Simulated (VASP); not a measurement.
All values below come from SCAN meta-GGA, VASP's PBE PAW potentials (set 64) (plane waves; VASP).

Input for VASP

**POSCAR**
```
CuAu
1
    2.7861525091     0.0000000000     0.0000000000
    0.0000000000     2.7861525091     0.0000000000
    0.0000000000     0.0000000000     3.6486154976
Cu Au
1 1
Direct
  0.0000000000   0.0000000000   0.0000000000
  0.5000000000   0.5000000000   0.5000000000
```

KPOINTS:
```
kpoints
0
gamma
13 13 10
```

INCAR:
```
# general
SYSTEM  = CuAu
PREC    = Accurate
ENCUT   = 520   # plane-wave cut-off (eV)
LREAL   = .FALSE.
LASPH   = .TRUE.

# electronic loop
EDIFF   = 1E-7   # SCF stop (eV)
NELM    = 100   # most electronic steps
ALGO    = Normal
LMAXMIX = 6
LMIXTAU = .TRUE.

# smearing
ISMEAR  = 1   # Methfessel-Paxton
SIGMA   = 0.1   # width (eV)

# functional
METAGGA = SCAN

# ions
IBRION  = 2   # conjugate gradients
NSW     = 30   # most ionic steps
ISIF    = 4   # ions and shape, fixed volume
EDIFFG  = -0.01   # ionic stop

# output
LWAVE   = .FALSE.
LCHARG  = .FALSE.
```

POTCAR, in this order: Cu Au (PBE.64 set). Program: vasp_std.

Question: What will the output report for the number of irreducible k-points (NKPTS), largest plane-wave count, number of space-group operations, FFT grid (NGX, NGY, NGZ)?

Answer: 
```yaml
number of irreducible k-points (NKPTS): 168
largest_plane_wave_count: 780
number_of_space_group_operations: 16
FFT grid (NGX, NGY, NGZ): 24 × 24 × 28
```

The compound is CuAu in the L1_0 structure. This run relaxes it. Symmetry was kept, so distortions that lower it aren't found.
